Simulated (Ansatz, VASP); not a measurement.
**Li2B in VASP and in Ansatz**

```
Li B
1.0
     2.57279    0.00000    0.00000
    -1.28639    2.22810    0.00000
     0.00000    0.00000    6.19910
Li B
2 1
Cartesian
  1.2864 0.7427 4.4618
  1.2864 0.7427 1.7373
  0.0000 1.4854 0.0000
```

Change from the starting cell: species swapped into the WS2 type (P-6m2, No. 187).

Alike in both runs: functional PBE; k mesh 6 × 6 × 4; occupations gaussian, width 0.1 eV; no spin polarisation.

Ansatz relaxed the structure, and its values are those at the end. VASP's run is a single point on that final structure, the one shown.

|  | VASP | Ansatz |
| --- | --- | --- |
| version | VASP 6.6.1 | Ansatz 0.2.0 |
| potentials or method | VASP PAW PBE potentials, release 64 (Li_sv, B) | scalar-relativistic, plane waves, PAW |
| plane-wave cutoff (eV) | 520 | 420 |
| valence electrons in the cell | 9 | 9 |

```csv
,VASP,Ansatz,Ansatz less VASP
gap on the k mesh at the Fermi level (eV),none,none,-
rms of the force components (eV/Å),0.006,0.007,+0.0010
```

A gap of «none» marks a metal or a gap that the smearing closes.

Caveats: the k mesh is coarse (spacing up to 0.47 Å⁻¹), so the values aren't converged.
